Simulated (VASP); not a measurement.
Data:

```
CELL_PARAMETERS angstrom
      1.98344     1.14514     6.42804
     -1.98344     1.14514     6.42804
      0.00000    -2.29028     6.42804
ATOMIC_POSITIONS crystal
  Cd 0.00000 0.00000 0.00000
  Br 0.74755 0.74755 0.74755
  Br 0.25245 0.25245 0.25245
```

Level of theory: PBEsol GGA, VASP's PBE PAW potentials (set 64) (plane waves; VASP). Settings: 400 eV cut-off, Gaussian smearing of 0.050 eV, potentials Cd Br.

### Question
What does the run give for the band gap (along the path) with the smallest direct gap where there is one?

### Answer

The band gap (along the path) is 2.80 eV and the smallest direct gap (along the path) is 2.89 eV.

The structure comes from a computed database's CdBr2 entry (R-3m); how it stands against other phases isn't given here. It was relaxed first.
